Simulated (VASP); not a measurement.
A convergence study with VASP on Tm (hcp): one setting is varied, all else stays as given below, so the limit is that of these other settings. Each run relaxes cell and ions from the cell shown.

```yaml
crystal:
  lattice:
    - [1.77000, -3.06573, 0.00000]
    - [1.77000, 3.06573, 0.00000]
    - [0.00000, 0.00000, 5.55000]
  atoms:
    - { symbol: Tm, position: [0.33333, 0.66667, 0.25000] }
    - { symbol: Tm, position: [0.66667, 0.33333, 0.75000] }
```

Level of theory: PBE GGA, VASP's PBE PAW potentials (set 64) (plane waves; VASP). The tightest run used: 550 eV cut-off, 16×16×10 Γ-centred mesh, first-order Methfessel-Paxton smearing of 0.10 eV, potentials Tm_3.

The 4f electrons are frozen in the core of the lanthanide potential, so 4f levels, which can set the real gap, and their magnetism are missing.

| setting | relaxed volume (Å³/atom) | E (eV/atom) | irreducible k-points |
|---|---|---|---|
| 2×2×1 mesh | 23.355 | -5.3604 | 2 |
| 3×3×2 mesh | 30.247 | -4.4145 | 6 |
| 4×4×2 mesh | 31.068 | -4.4476 | 8 |
| 5×5×3 mesh | 30.532 | -4.4515 | 10 |
| 6×6×4 mesh | 30.488 | -4.4882 | 21 |

Question: These are the cheaper rows. Estimate the results at 16×16×10 mesh, and how far the last row shown lies from them.

Answer: 
```
quantity                  tightest run  last row shown is off by
------------------------  ------------  ------------------------
relaxed volume (Å³/atom)        30.357                     0.132
E (eV/atom)                    -4.4761                   -0.0122
```

Left out are rungs that failed or repeat a setting and relaxations that didn't move; long series are thinned to 24 rows.

The compound is Tm in the hcp structure.
